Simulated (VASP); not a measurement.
All values below come from r2SCAN meta-GGA, VASP's PBE PAW potentials (set 64) (plane waves; VASP 6.6.1).

Input for VASP

INCAR:
```
# general
SYSTEM  = SnTe
PREC    = Accurate
ENCUT   = 480
LREAL   = .False.
LASPH   = .True.

# electronic loop
EDIFF   = 1E-6   # SCF stop (eV)
NELM    = 100   # most electronic steps
ALGO    = Normal   # blocked Davidson
LMAXMIX = 4   # l cut-off of mixed one-centre charges
LMIXTAU = .True.

# smearing
ISMEAR  = 0
SIGMA   = 0.05

# functional
METAGGA = R2SCAN

# ions
IBRION  = 2
NSW     = 60   # most ionic steps
ISIF    = 3
EDIFFG  = -0.01   # ionic stop

# output
LWAVE   = .False.
LCHARG  = .False.
```

KPOINTS:
```
Automatic mesh
0
Gamma
7 7 7
0 0 0
```

### POSCAR
```
SnTe
1
    0.0000000000     3.1600000000     3.1600000000
    3.1600000000     0.0000000000     3.1600000000
    3.1600000000     3.1600000000     0.0000000000
Sn Te
1 1
Direct
  0.0000000000   0.0000000000   0.0000000000
  0.5000000000   0.5000000000   0.5000000000
```

POTCAR, in this order: Sn_d Te (PBE.64 set). Program: vasp_std.

Energy and stress use the plane-wave basis of the starting cell.

**Question.** What does the run give for the energy per atom (σ→0), volume per atom?

**Answer.** 
```
Property                         Value
---------------------  ---------------
energy per atom (σ→0)  -25.344 eV/atom
volume per atom          32.31 Å³/atom
```

**OSZICAR**
```
...
DAV:   4    -0.506887948995E+02   -0.63109E-04   -0.43254E-04   560   0.219E-01    0.227E-02
DAV:   5    -0.506887854580E+02    0.94416E-05   -0.19057E-04   560   0.139E-01    0.133E-02
DAV:   6    -0.506888183207E+02   -0.32863E-04   -0.11658E-04   560   0.948E-02    0.113E-02
DAV:   7    -0.506888212519E+02   -0.29312E-05   -0.31257E-05   560   0.564E-02    0.279E-03
DAV:   8    -0.506888242897E+02   -0.30378E-05   -0.18829E-05   560   0.459E-02    0.327E-03
DAV:   9    -0.506888265781E+02   -0.22884E-05   -0.51554E-06   560   0.269E-02    0.160E-03
DAV:  10    -0.506888275517E+02   -0.97363E-06   -0.41449E-07   328   0.970E-03
   3 F= -.50688828E+02 E0= -.50688828E+02  d E =-.503554E-02
```

The compound is SnTe in the rock salt structure, which distorts at low temperature. This run relaxes it. Symmetry was kept, so distortions that lower it aren't found.
